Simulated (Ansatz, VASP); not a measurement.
# ZrNb2N4: VASP beside Ansatz

```
Zr Nb N
1.0
     5.80766   -1.57146    0.24191
     5.80766    1.57146    0.24191
    -2.57680    0.00000    4.65746
Zr Nb N
1 2 4
Cartesian
  0.0000 0.0000 0.0000
  6.4899 0.0000 3.6965
  2.5486 0.0000 1.4448
  8.6477 0.0000 2.9618
  0.3908 0.0000 2.1795
  4.8500 0.0000 4.9609
  4.1885 0.0000 0.1804
```

Change from the starting cell: species swapped into the VCr2Te4 type (C2/m, No. 12).

Alike in both runs: functional PBE; k mesh 4 × 4 × 3; occupations gaussian, width 0.15 eV; no spin polarisation.

Ansatz relaxed the structure, and its values are those at the end. VASP's run is a single point on that final structure, the one shown.

|  | VASP | Ansatz |
| --- | --- | --- |
| version | VASP 6.6.1 | Ansatz 0.2.0 |
| potentials or method | VASP PAW PBE potentials, release 64 (Zr_sv, Nb_sv, N) | scalar-relativistic, plane waves, PAW |
| plane-wave cutoff (eV) | 520 | 420 |
| valence electrons in the cell | 58 | 58 |

```tsv
	VASP	Ansatz	Ansatz less VASP
gap on the k mesh at the Fermi level (eV)	none	none	-
pressure (GPa)	-0.1	0.1	+0.23
rms of the force components (eV/Å)	0.017	0.005	-0.0118
```

A gap of «none» marks a metal or a gap that the smearing closes. The functional is the same, so the differences come from potentials, cutoffs and numerics.

Caveats: the k mesh is coarse (spacing up to 0.52 Å⁻¹), so the values aren't converged.
